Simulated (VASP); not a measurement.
Level of theory: PBE GGA, VASP's PBE PAW potentials (set 64) (plane waves; VASP).

The input files of a VASP run:

### KPOINTS
```
Automatic
0
gamma
 6 6 6
0 0 0
```

File POSCAR:
```
CsBr
1
    4.3011747602     0.0000000000     0.0000000000
    0.0000000000     4.3011747602     0.0000000000
    0.0000000000     0.0000000000     4.3011747602
Cs Br
1 1
Direct
  0.0000000000   0.0000000000   0.0000000000
  0.5000000000   0.5000000000   0.5000000000
```

INCAR:
```
SYSTEM = CsBr
PREC = Accurate
ENCUT = 520
EDIFF = 1E-7
NELM = 100
ALGO = Normal
LREAL = .FALSE.
LASPH = .TRUE.
ISMEAR = 0
SIGMA = 0.05
GGA = PE
LMAXMIX = 4
LWAVE = .FALSE.
LCHARG = .FALSE.
ISIF = 2
```

POTCAR, in this order: Cs_sv Br (PBE.64 set). Program: vasp_std.

Question: What will the output report for the number of irreducible k-points (NKPTS), largest plane-wave count, number of space-group operations, FFT grid (NGX, NGY, NGZ)?

Answer: 
```
Quantity                                      Result
--------------------------------------  ------------
number of irreducible k-points (NKPTS)            20
largest plane-wave count                        2176
number of space-group operations                  48
FFT grid (NGX, NGY, NGZ)                32 × 32 × 32
```

The compound is CsBr in the CsCl type structure. This cell is one point of a volume scan, at 0.94 of the reference volume.
